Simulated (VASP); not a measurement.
Take SrCl₂ (fluorite), against free atoms with fixed spin and no zero-point term, in VASP with PAW potentials, and its cohesive energy.

Problem. One run gives 4.56 eV/atom. Which level is it?
A) PBEsol
B) LDA
C) PBE

Solution. B, LDA.  The others give 4.27 (PBEsol), 4.01 (PBE).

Only levels that ran to the end are used. Left out are those held back, those with too coarse a band path, GW runs whose mesh misses a band edge, hybrids' fits of cells that aren't cubic and levels without matching references; a question may draw on a part of the rest.
